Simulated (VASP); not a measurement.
Data:

```
CELL_PARAMETERS angstrom
      1.94277    -3.36497     0.00000
      1.94277     3.36497     0.00000
      0.00000     0.00000    12.53297
ATOMIC_POSITIONS crystal
  La 0.00000 0.00000 0.50000
  La 0.00000 0.00000 0.00000
  La 0.33333 0.66667 0.25000
  La 0.66667 0.33333 0.75000
```

The numbers are results of vdW-DF2, VASP's PBE PAW potentials (set 64) (plane waves; VASP), not measurements. Settings: 520 eV cut-off, 10×10×3 Γ-centred mesh, tetrahedra with Blöchl corrections, potentials La.

The cores are frozen, which limits the accuracy of field gradients.

Problem. Give the principal components of the electric field gradient (V/Å²) and the asymmetry η at each nucleus.

Solution. 
```json
[
 {"atom": "La1", "Vxx": "-5.3", "Vyy": "-5.3", "Vzz": "10.6", "η": "0.00"},
 {"atom": "La2", "Vxx": "-5.3", "Vyy": "-5.3", "Vzz": "10.6", "η": "0.00"},
 {"atom": "La3", "Vxx": "-6.4", "Vyy": "-6.4", "Vzz": "12.8", "η": "0.00"},
 {"atom": "La4", "Vxx": "-6.4", "Vyy": "-6.4", "Vzz": "12.8", "η": "0.00"}
]
```

The compound is La in the dhcp structure. It was relaxed first, which changed the volume by +9 %.
